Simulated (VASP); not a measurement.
Input for VASP

### POSCAR
```
Fe
1.0
 -1.4350000000   1.4350000000   1.4350000000
  1.4350000000  -1.4350000000   1.4350000000
  1.4350000000   1.4350000000  -1.4350000000
Fe
1
Direct
  0.0000000000   0.0000000000   0.0000000000
```

KPOINTS:
```
Automatic mesh
0
Gamma
16 16 16
0 0 0
```

### INCAR
```
SYSTEM=Fe
PREC=Accurate; ENCUT=520; LREAL=.False.
LASPH=.True.
EDIFF=1E-6; NELM=100; ALGO=Normal
LMAXMIX=4; LMIXTAU=.True.
ISMEAR=1; SIGMA=0.1
METAGGA=R2SCAN
ISPIN=2; MAGMOM=2.5
IBRION=2; NSW=60; ISIF=3
EDIFFG=-0.01
LWAVE=.False.; LCHARG=.False.; LORBIT=10
```

POTCAR, in this order: Fe (PBE.64 set). Program: vasp_std.

Task: Write an equivalent input for Ansatz.

Result: One equivalent input (not run):
Ansatz 0.2 input:
```yaml
crystal:
  lattice:
    - [-1.4350000, 1.4350000, 1.4350000]
    - [1.4350000, -1.4350000, 1.4350000]
    - [1.4350000, 1.4350000, -1.4350000]
  atoms:
    - { symbol: Fe, position: [0.0000000, 0.0000000, 0.0000000], spin: 2.5 }
kpoints:
  mp_grid: { grid: [16, 16, 16] }
hamiltonian:
  xc: r2scan
  pseudopotentials: { kind: paw }
magnetization: { spin_polarized: true }
scf:
  occupations: { method: methfessel_paxton, width: 0.1 }
  max_iter: 100
relax:
  max_steps: 60
  f_tol: 0.01
  cell: {}
output: { forces: true, stress: true, eigenvalues: true }
```
The two are equivalent in intent, not identical: each code has its own PAW files, so the cut-off isn't converted (ENCUT is set for VASP's; basis.ecutwfc is left out, and Ansatz then takes the one that its files recommend); Ansatz stops its SCF on the density residual and VASP on the energy change (EDIFF).

The compound is Fe in the bcc structure. This run relaxes it. Symmetry was kept, so distortions that lower it aren't found.
